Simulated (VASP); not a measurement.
# PdC18 in VASP: notebook

One slab, PdC18, is run at these levels: PBE; tasks: single point.

All numbers are computed with VASP 6.6.1; they aren't measurements. Logs are shortened: lines on timing, memory, paths and dates and some standing lists are left out, and cuts for length are marked.

## Step 1: Starting point

The cell holds a slab with vacuum, 19 atoms: a = 7.398 Å, b = 7.398 Å, c = 11.000 Å, α = 90.00°, β = 90.00°, γ = 120.00°.

The cell was built by a generator and needn't be a form met in nature.

## Step 2: Single point, PBE

INCAR

```
  PREC = Accurate
  ENCUT = 520
  EDIFF = 1E-6
  ISMEAR = 0
  SIGMA = 0.05
  LREAL = Auto
  LASPH = T
  NELM = 100
  ALGO = Normal
  ISIF = 2
  LWAVE = F
  LCHARG = F
  GGA = PE
  NBANDS = 56
```

KPOINTS

```
Automatic mesh
0
Gamma
  2 2 1
```

POSCAR

```
PdC18
1.0
    7.3980000000      0.0000000000      0.0000000000
   -3.6990000000      6.4068560000      0.0000000000
    0.0000000000      0.0000000000     11.0000000000
C Pd
18 1
Direct
   -0.0010178675     -0.0058148646      0.1020410000
    0.2228878263      0.1064025787      0.0927030000
   -0.0013166599      0.3306226954      0.0926850909
    0.2212685941      0.4394539225      0.0875646364
   -0.0020265207      0.6618015139      0.0891132727
    0.2207702381      0.7724250397      0.0888030909
    0.3313802262     -0.0047956439      0.0891359091
    0.5540596323      0.1057215895      0.0891353636
    0.3317311688      0.3290030243      0.0875845455
    0.5542059131      0.4389681928      0.0866272727
    0.3312328146      0.6619368377      0.0866431818
    0.5537216254      0.7719112151      0.0875938182
    0.6625466458     -0.0054914610      0.0926930000
    0.8864474959      0.1067303526      0.1020198182
    0.6646710026      0.3284993451      0.0888019091
    0.8874691356      0.4391272412      0.0891057273
    0.6641788253      0.6614628142      0.0875650909
    0.8867555997      0.7702935730      0.0926929091
    0.9426749840      1.0507000626      0.2874915455
```

Potentials or basis: VASP PAW PBE potentials, release 64 (C, Pd).

Launch:

```
$ cat potpaw_PBE.64/C/POTCAR potpaw_PBE.64/Pd/POTCAR > POTCAR
$ mpirun -np 1 vasp_std > vasp.out
```

OUTCAR:

```text
PREC = Accurate
   ENCUT = 520
   EDIFF = 1E-6
   ISMEAR = 0
   LREAL = Auto
   LASPH = T
   NELM = 100
   ISIF = 2
   GGA = PE

 ion  position               nearest neighbor table
   1  0.999  0.994  0.102-  18 1.44   2 1.44  14 1.44  19 2.16
   2  0.223  0.106  0.093-   7 1.41   9 1.43   1 1.44
   3  0.999  0.331  0.093-  16 1.41   4 1.43  14 1.44
   4  0.221  0.439  0.088-   9 1.42  11 1.43   3 1.43
   5  0.998  0.662  0.089-  18 1.41  16 1.43   6 1.43
   6  0.221  0.772  0.089-  11 1.42   7 1.43   5 1.43
   7  0.331  0.995  0.089-   2 1.41   8 1.43   6 1.43
   8  0.554  0.106  0.089-  13 1.41   7 1.43  15 1.43
   9  0.332  0.329  0.088-   4 1.42  10 1.43   2 1.43
  10  0.554  0.439  0.087-  15 1.42   9 1.43  17 1.43
  11  0.331  0.662  0.087-   6 1.42   4 1.43  12 1.43
  12  0.554  0.772  0.088-  17 1.42  11 1.43  13 1.43
  13  0.663  0.995  0.093-   8 1.41  12 1.43  14 1.44
  14  0.886  0.107  0.102-   3 1.44  13 1.44   1 1.44  19 2.16
  15  0.665  0.328  0.089-  10 1.42   8 1.43  16 1.43
  16  0.887  0.439  0.089-   3 1.41   5 1.43  15 1.43
  17  0.664  0.661  0.088-  12 1.42  10 1.43  18 1.43
  18  0.887  0.770  0.093-   5 1.41  17 1.43   1 1.44
  19  0.943  0.051  0.287-  14 2.16   1 2.16

  LATTYP: Found a hexagonal cell.
 ALAT       =     7.3980000000
 C/A-ratio  =     1.4868883482

  Lattice vectors:

 A1 = (   7.3980000000,   0.0000000000,   0.0000000000)
 A2 = (  -3.6990000000,   6.4068560000,   0.0000000000)
 A3 = (   0.0000000000,   0.0000000000,  11.0000000000)

Analysis of symmetry for initial positions (statically):
=====================================================================
 Subroutine PRICEL returns:
 Original cell was already a primitive cell.

 Routine SETGRP: Setting up the symmetry group for a
 hexagonal supercell.

 Subroutine GETGRP returns: Found  1 space group operations
 (whereof  1 operations were pure point group operations)
 out of a pool of 24 trial point group operations.

The static configuration has the point symmetry C_1 .

Analysis of symmetry for dynamics (positions and initial velocities):
=====================================================================
 Subroutine PRICEL returns:
 Original cell was already a primitive cell.

 Routine SETGRP: Setting up the symmetry group for a
 hexagonal supercell.

 Subroutine GETGRP returns: Found  1 space group operations
 (whereof  1 operations were pure point group operations)
 out of a pool of 24 trial point group operations.

The dynamic configuration has the point symmetry C_1 .

 Subroutine INISYM returns: Found  1 space group operations
 (whereof  1 operations are pure point group operations),
 and found     1 'primitive' translations

----------------------------------------------------------------------------------------

                                     Primitive cell

  volume of cell :     521.3771

  direct lattice vectors                    reciprocal lattice vectors
     7.398000000  0.000000000  0.000000000     0.135171668  0.078041398  0.000000000
    -3.699000000  6.406856000  0.000000000     0.000000000  0.156082796  0.000000000
     0.000000000  0.000000000 11.000000000     0.000000000  0.000000000  0.090909091

  length of vectors
     7.398000000  7.398000054 11.000000000     0.156082797  0.156082796  0.090909091

  position of ions in fractional coordinates (direct lattice)
     0.998982132  0.994185135  0.102041000
     0.222887826  0.106402579  0.092703000
     0.998683340  0.330622695  0.092685091
     0.221268594  0.439453923  0.087564636
     0.997973479  0.661801514  0.089113273
     0.220770238  0.772425040  0.088803091
[... 11 lines left out ...]
     0.886755600  0.770293573  0.092692909
     0.942674984  0.050700063  0.287491546

  ion indices of the primitive-cell ions
   primitive index   ion index
                 1           1
                 2           2
                 3           3
                 4           4
                 5           5
                 6           6
[... 11 lines left out ...]
                18          18
                19          19

----------------------------------------------------------------------------------------

 KPOINTS: Automatic mesh

Automatic generation of k-mesh.
 Grid dimensions read from file:
 generate k-points for:    2    2    1

 Generating k-lattice:

  Cartesian coordinates                     Fractional coordinates (reciprocal lattice)
     0.067585834  0.039020699  0.000000000     0.500000000 -0.000000000  0.000000000
     0.000000000  0.078041398  0.000000000     0.000000000  0.500000000  0.000000000
     0.000000000  0.000000000  0.090909091     0.000000000  0.000000000  1.000000000

  Length of vectors
     0.078041399  0.078041398  0.090909091

  Shift w.r.t. Gamma in fractional coordinates (k-lattice)
     0.000000000  0.000000000  0.000000000

 Subroutine IBZKPT returns following result:
 ===========================================

 Found      4 irreducible k-points:

 Following reciprocal coordinates:
            Coordinates               Weight
  0.000000  0.000000  0.000000      1.000000
  0.500000 -0.000000  0.000000      1.000000
  0.000000  0.500000  0.000000      1.000000
  0.500000  0.500000  0.000000      1.000000
   k-points           NKPTS =      4   k-points in BZ     NKDIM =      4   number of bands    NBANDS=     56
   number of dos      NEDOS =    301   number of ions     NIONS =     19
   total plane-waves  NPLWV = 263424
   dimension x,y,z NGX =    56 NGY =   56 NGZ =   84
   dimension x,y,z NGXF=   112 NGYF=  112 NGZF=  168
   ions per type =              18   1
   NGX,Y,Z   is equivalent  to a cutoff of  12.58, 12.58, 12.70 a.u.
   NGXF,Y,Z  is equivalent  to a cutoff of  25.17, 25.17, 25.39 a.u.
 SYSTEM =  unknown system
   PREC   = accura    normal or accurate (medium, high low for compatibility)
   ISTART =      0    job   : 0-new  1-cont  2-samecut
   ICHARG =      2    charge: 1-file 2-atom 10-const
   ISPIN  =      1    spin polarized calculation?
   LNONCOLLINEAR =      F non collinear calculations
   LSORBIT =      F    spin-orbit coupling
   LASPH  =      T    aspherical Exc in radial PAW
   ENCUT  =  520.0 eV  38.22 Ry    6.18 a.u.  13.76 13.76 20.45*2*pi/ulx,y,z
   NELM   =    100;   NELMIN=  2; NELMDL= -5     # of ELM steps
   EDIFF  = 0.1E-05   stopping-criterion for ELM
   LREAL  =      T    real-space projection
   EDIFFG = 0.1E-04   stopping-criterion for IOM
   NSW    =      0    number of steps for IOM
   IBRION =     -1    ionic relax: 0-MD 1-quasi-New 2-CG
   NFREE  =      0    steps in history (QN), initial steepest desc. (CG)
   ISIF   =      2    stress and relaxation
   ISYM   =      2    0-nonsym 1-usesym 2-fastsym
   POTIM  = 0.5000    time-step for ionic-motion
   TEBEG  =    0.0;   TEEND  =   0.0 temperature during run
   PSTRESS=    0.0 pullay stress
   NELECT =      82.0000    total number of electrons
   NUPDOWN=      -1.0000    fix difference up-down
   EMIN   =  10.00;   EMAX   =-10.00  energy-range for DOS
   EFERMI =   0.00;   METHOD = LEGACY
   ISMEAR =     0;   SIGMA  =   0.05  broadening in eV -4-tet -1-fermi 0-gaus
   EFERMI_NEDOS =   21; number of points for ismear=-14 and -15
   IALGO  =     38    algorithm
   IMIX   =      4    mixing-type and parameters
     AMIX     =   0.40;   BMIX     =  1.00
     AMIX_MAG =   1.60;   BMIX_MAG =  1.00
  volume/ion in A,a.u.               =      27.44       185.18
  Fermi-wavevector in a.u.,A,eV,Ry     =   0.883681  1.669915 10.624679  0.780892
  Thomas-Fermi vector in A             =   2.004480
   LORBIT       =      0    0 simple, 1 ext, 2 COOP (PROOUT), +10 PAW based schemes
   GGA     = PE    functional components
   LHFCALC =     F    Hartree Fock is set to
   AEXX    =    0.0000 exact exchange contribution
   IVDW    =     0    specifies the selected vdW correction
   LEPSILON=     F    determine dielectric tensor
   LRPA    =     F    only Hartree local field effects (RPA)
 non-spin polarized calculation
 Gauss-broadening in eV      SIGMA  =   0.05
  energy-cutoff  :      520.00
  volume of cell :      521.38
 maximum number of plane-waves:     14099
 NGX is ok and might be reduce to    56
   NGX = 27   NGY = 27   NGZ = 41

 number of electron      82.0000002 magnetization

 Free energy of the ion-electron system (eV)
  ---------------------------------------------------
  ext. energy  EPLUGINS =         0.00000000
  ---------------------------------------------------
  free energy    TOTEN  =      -168.29225461 eV

  energy without entropy =     -168.28442283  energy(sigma->0) =     -168.28833872

 E-fermi :  -0.7207     XC(G=0):  -4.5010

 val. band max:       -0.7590494311   @ k =   0.0000   0.0000   0.0000
 cond. band min:      -0.6823472510   @ k =   0.0000   0.0000   0.0000
 fundamental gap:      0.0767021800
 Fermi energy:        -0.7206983360

 k-point     1 :       0.0000    0.0000    0.0000
  band No.  band energies     occupation
      1     -20.4274      2.00000
      2     -18.0016      2.00000
      3     -17.8724      2.00000
      4     -17.8125      2.00000
      5     -17.8042      2.00000
      6     -17.7774      2.00000
[... 45 lines left out ...]
     52       4.1078      0.00000
     53       4.2241      0.00000

 k-point     2 :       0.5000   -0.0000    0.0000
  band No.  band energies     occupation
      1     -19.8259      2.00000
      2     -19.7193      2.00000
      3     -18.4956      2.00000
      4     -18.4595      2.00000
      5     -16.0747      2.00000
      6     -16.0006      2.00000
[... 45 lines left out ...]
     52       4.3391      0.00000
     53       4.5298      0.00000

 k-point     3 :       0.0000    0.5000    0.0000
  band No.  band energies     occupation
      1     -19.8261      2.00000
      2     -19.7191      2.00000
      3     -18.4959      2.00000
      4     -18.4592      2.00000
      5     -16.0747      2.00000
      6     -16.0006      2.00000
[... 45 lines left out ...]
     52       4.3390      0.00000
     53       4.5298      0.00000

 k-point     4 :       0.5000    0.5000    0.0000
  band No.  band energies     occupation
      1     -19.8143      2.00000
      2     -19.7348      2.00000
      3     -18.5024      2.00000
      4     -18.4450      2.00000
      5     -16.0539      2.00000
      6     -16.0072      2.00000
[... 45 lines left out ...]
     52       4.3607      0.00000
     53       4.5392      0.00000
 [bands above 53 left out]

------------------------ aborting loop because EDIFF is reached ----------------------------------------

  FORCE on cell =-STRESS in cart. coord.  units (eV):
  Direction    XX          YY          ZZ          XY          YZ          ZX
  --------------------------------------------------------------------------------------
  -------------------------------------------------------------------------------------
  Total        2.6656261      5.9112555     -0.0133872      2.8129917     -0.0037799      0.0096273
  in kB        8.1913944     18.1651229     -0.0411384      8.6442448     -0.0116157      0.0295844
  external PRESSURE =       8.7717930 kB  Pullay stress =       0.0000000 kB

 VOLUME and BASIS-vectors are now :
 -----------------------------------------------------------------------------
  energy-cutoff  :      520.00
  volume of cell :      521.38
      direct lattice vectors                 reciprocal lattice vectors
     7.398000000  0.000000000  0.000000000     0.135171668  0.078041398  0.000000000
    -3.699000000  6.406856000  0.000000000     0.000000000  0.156082796  0.000000000
     0.000000000  0.000000000 11.000000000     0.000000000  0.000000000  0.090909091

 POSITION                                       TOTAL-FORCE (eV/Angst)
 -----------------------------------------------------------------------------------
      3.71298      6.36960      1.12245         0.022785     -0.000363     -0.003531
      1.25534      0.68171      1.01973        -0.008236      0.011079     -0.008275
      6.16529      2.11825      1.01954         0.005374      0.006928     -0.007047
      0.01140      2.81552      0.96321         0.008230      0.003394      0.002317
      4.93500      4.24007      0.98025         0.015390      0.000368     -0.001060
     -1.22394      4.94882      0.97683        -0.006264     -0.002282      0.004663
[... 11 lines left out ...]
      3.71090      4.93516      1.01962         0.003106     -0.002044     -0.003676
      6.78637      0.32483      3.16241        -0.000572     -0.000779      0.036518
 -----------------------------------------------------------------------------------
    total drift:                                0.007907     -0.014149     -0.003236

  FREE ENERGIE OF THE ION-ELECTRON SYSTEM (eV)
  ---------------------------------------------------
  free  energy   TOTEN  =      -168.2922546065 eV

  energy  without entropy=     -168.2844228312  energy(sigma->0) =     -168.28833872
```

Run time: 2.2 min. Hardware: 1 thread of Intel Xeon 6975P-C (Granite Rapids), shared host; peak memory 0.56 GiB.

What came out:

```
Free energy            : -168.2923 eV
Largest force          : 0.037 eV/Å
Band gap on the k mesh : 0.08 eV, direct
```

Forces on the atoms (eV/Å):
```
C    0.023  0.000 -0.004
C   -0.008  0.011 -0.008
C    0.005  0.007 -0.007
C    0.008  0.003  0.002
C    0.015  0.000 -0.001
C   -0.006 -0.002  0.005
C    0.006 -0.009 -0.005
C   -0.004  0.001 -0.003
C   -0.007  0.008 -0.004
C   -0.011  0.003  0.001
C    0.003 -0.007  0.001
C   -0.005 -0.008 -0.006
C    0.008 -0.003  0.001
C   -0.016  0.016 -0.004
C    0.009  0.000  0.000
C   -0.013 -0.005 -0.001
C   -0.010 -0.012  0.001
C    0.003 -0.002 -0.004
Pd  -0.001 -0.001  0.037
```

Levels at points of the mesh, in eV from the valence-band top:
| k point | band 39 | band 40 | band 41 | band 42 | band 43 | band 44 |
| --- | --- | --- | --- | --- | --- | --- |
| (0.00, 0.00, 0.00) | -1.45 | -0.15 | 0.00 | 0.08 | 0.27 | 0.93 |
| (0.50, 0.00, 0.00) | -1.48 | -1.30 | -1.05 | 0.97 | 1.62 | 2.37 |
| (0.00, 0.50, 0.00) | -1.48 | -1.30 | -1.06 | 0.97 | 1.62 | 2.37 |
| (0.50, 0.50, 0.00) | -1.24 | -1.24 | -1.23 | 0.88 | 1.61 | 2.32 |

Caveat: the k mesh is coarse (spacing up to 0.49 Å⁻¹), so the values aren't converged. Expect the measured gap to be larger: semilocal functionals such as PBE lack the derivative discontinuity.

## Step 3: Single point, PBE

INCAR

```
SYSTEM = PdC18
ALGO     = Fast           ! electronic algorithm
EDIFF    = 1E-6           ! SCF threshold, eV
ENCUT    = 520            ! plane-wave cutoff, eV
GGA      = PE             ! functional
ISIF     = 2              ! what is computed and relaxed
ISMEAR   = 0              ! smearing method
LASPH    = .True.         ! aspherical terms in the spheres
LCHARG   = .False.        ! write CHGCAR
LREAL    = Auto         
LWAVE    = .False.        ! write WAVECAR
NBANDS   = 56             ! bands
NELM     = 100            ! most SCF steps
PREC     = Accurate       ! precision mode
SIGMA    = 0.05           ! smearing width, eV
```

KPOINTS

```
k-points
0
Gamma
  2 2 1
  0 0 0
```

POSCAR

```
PdC18
1.0
    7.3980000000      0.0000000000      0.0000000000
   -3.6990000000      6.4068560000      0.0000000000
    0.0000000000      0.0000000000     11.0000000000
C Pd
18 1
Direct
    0.0008825421     -0.0025969056      0.0974356364
    0.2251293365      0.1095084703      0.0963015455
    0.0013598517      0.3307161890      0.0882225455
    0.2233328563      0.4420214845      0.0878544545
    0.0020422696      0.6631321197      0.0902022727
    0.2231625014      0.7751238673      0.0869564545
    0.3351568346     -0.0037547277      0.0902090000
    0.5564571625      0.1085061066      0.0888636364
    0.3356763710      0.3314024851      0.0908069091
    0.5562955481      0.4419912044      0.0897781818
    0.3348548308      0.6634344521      0.0861223636
    0.5562662349      0.7749542053      0.0878550909
    0.6675730003     -0.0030710851      0.0882250909
    0.8883897586      0.1098971165      0.0908781818
    0.6681215072      0.3301667776      0.0898380909
    0.8897799433      0.4418288783      0.0888597273
    0.6668879456      0.6626131444      0.0908011818
    0.8887773297      0.7731564437      0.0962892727
    1.0133198398      0.9851538727      0.2863188182
```

Potentials or basis: VASP PAW PBE potentials, release 64 (C, Pd).

Launch:

```
$ cat potpaw_PBE.64/C/POTCAR potpaw_PBE.64/Pd/POTCAR > POTCAR
$ mpirun -np 1 vasp_std > vasp.out
```

It took 5.6 min on 1 thread of Intel Xeon Platinum 8259CL at 2.50GHz (Skylake/Cascade Lake), shared host; peak memory 0.58 GiB.

Results (log left out):

- Free energy: -168.2328 eV
- Largest force: 0.102 eV/Å
- Band gap on the k mesh: 0.10 eV, direct

Forces on the atoms (eV/Å):
```
C   -0.018  0.006 -0.007
C   -0.009  0.009  0.031
C   -0.003  0.005 -0.019
C   -0.006  0.002 -0.002
C    0.013 -0.004 -0.001
C   -0.004  0.003 -0.011
C    0.009 -0.001 -0.001
C   -0.009  0.012 -0.002
C    0.000  0.005  0.009
C   -0.021  0.008  0.003
C    0.005 -0.003 -0.002
C   -0.007  0.003 -0.002
C    0.000  0.002 -0.022
C   -0.014  0.007 -0.029
C    0.019 -0.008  0.001
C   -0.012  0.007 -0.004
C   -0.009 -0.007  0.010
C   -0.021  0.003  0.029
Pd   0.087 -0.050  0.021
```

Levels at points of the mesh, in eV from the valence-band top:
```tsv
k point	band 37	band 38	band 39	band 40	band 41	band 42	band 43	band 44	band 45	band 46
(0.00, 0.00, 0.00)	-1.66	-1.48	-1.47	-0.07	0.00	0.10	0.15	0.86	3.41	4.24
(0.50, 0.00, 0.00)	-1.56	-1.54	-1.41	-1.25	-1.16	0.89	1.57	2.33	2.41	2.43
(0.00, 0.50, 0.00)	-1.56	-1.54	-1.42	-1.25	-1.16	0.89	1.57	2.33	2.41	2.43
(0.50, 0.50, 0.00)	-1.57	-1.52	-1.48	-1.23	-1.15	0.91	1.65	2.36	2.42	2.43
```

Caveat: the k mesh is coarse (spacing up to 0.49 Å⁻¹), so the values aren't converged.

[end of part 1 of 2]
